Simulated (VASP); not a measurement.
Here is the system:

```xyz
2
Lattice="0.0000 3.4009 3.4009 3.4009 0.0000 3.4009 3.4009 3.4009 0.0000" Properties=species:S:1:pos:R:3 pbc="T T T"
K      0.0000     0.0000     0.0000
Br     3.4009     3.4009     3.4009
```

All values below come from PBE GGA, VASP's PBE PAW potentials (set 64) (plane waves; VASP). Numerical set-up: 480 eV cut-off, 6×6×6 Γ-centred mesh, Gaussian smearing of 0.050 eV, potentials K_sv Br.

Problem. What does the run give for the energy per atom (σ→0), band gap (on the k-mesh) with the smallest direct gap where there is one?

Solution. 
The band gap (on the k-mesh) is 4.20 eV, the smallest direct gap (on the k-mesh) is 4.20 eV and the energy per atom (σ→0) comes out as -3109 meV/atom.

The absolute energy has meaning only against runs of the same code, potentials and settings.

The compound is KBr in the rock salt structure. This cell was strained or had an atom moved on purpose.
